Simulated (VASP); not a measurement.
Input:

```
MnS
1.0
    5.07556     2.52847     2.52847
    2.52847     5.07556     2.52847
    2.52847     2.52847     5.07556
Mn S
2 2
Direct
  0.00000   0.00000   0.00000
  0.50000   0.50000   0.50000
  0.25000   0.25000   0.25000
  0.75000   0.75000   0.75000
```
Starting moments (μB, in the order of the record's atoms Mn Mn S S): 4.1 -4.1 0.0 0.0.

Method: rev-vdW-DF2, VASP's PBE PAW potentials (set 64) (plane waves; VASP 6.6.1). Numerical set-up: 520 eV cut-off, 7×7×7 Γ-centred mesh, Gaussian smearing of 0.050 eV, potentials Mn_pv S.

Task: What does the run give for the cell moment, energy per atom (σ→0)?

Result: 
```yaml
cell_moment: 0.00 μB
energy per atom (σ→0): -5.006 eV/atom
```

Task: Give the moment on each site (PAW-sphere projection).

Result: 
| site | moment (μB) |
|---|---|
| Mn1 | 4.07 |
| Mn2 | -4.07 |
| S3 | 0.00 |
| S4 | 0.00 |

The compound is MnS in the rock salt, AFM-II order structure. It was relaxed first, which changed the volume by -8 %. The start is the result of an earlier pass.
